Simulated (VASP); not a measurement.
Input:

```yaml
crystal:
  lattice:
    - [0.00000, 2.75533, 2.75533]
    - [2.75533, 0.00000, 2.75533]
    - [2.75533, 2.75533, 0.00000]
  atoms:
    - { symbol: Cd, position: [0.00000, 0.00000, 0.00000] }
    - { symbol: S, position: [0.25000, 0.25000, 0.25000] }
```

Computed with PBE GGA, VASP's PBE PAW potentials (set 64) (plane waves; VASP). Numerical set-up: 500 eV cut-off, 8×8×8 Γ-centred mesh, Gaussian smearing of 0.050 eV, potentials Cd S.

Problem. Estimate the energy per atom (σ→0), pressure, band gap (on the k-mesh) with the smallest direct gap where there is one.

Solution. 
```
Property                                     Result
-----------------------------------  --------------
band gap (on the k-mesh)                    1.50 eV
smallest direct gap (on the k-mesh)         1.50 eV
energy per atom (σ→0)                -2.807 eV/atom
pressure                                  19.96 GPa
```

Total energies compare only between runs with the same potentials, cut-off and functional.

The compound is CdS in the zinc blende structure, a metastable form; wurtzite is the usual one. It was relaxed first under an external pressure of 20 GPa.
